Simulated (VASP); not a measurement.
Energy against volume of GaSb (zinc blende). All values below come from rev-vdW-DF2, VASP's PBE PAW potentials (set 64) (plane waves; VASP 6.6.1). Run with 520 eV cut-off, 10×10×10 Γ-centred mesh, first-order Methfessel-Paxton smearing of 0.10 eV, potentials Ga_d Sb.

```tsv
V (Å³/atom)	E (eV/atom)
27.690	-1.29078
28.573	-1.30386
29.457	-1.30781
30.341	-1.30395
```

### Question
Fit these four points and predict the energy of the run at 31.224 Å³/atom.

### Answer
A cubic in V^(−2/3), the third-order Birch-Murnaghan form, passes through the four points with V0 = 29.44 Å³/atom and B0 = 47 GPa, and gives -1.2934 eV/atom there. The run gave -1.2936 eV/atom, -0.2 meV/atom from the fit; all five points give B0 = 47 GPa.

The compound is GaSb in the zinc blende structure. It was relaxed first.
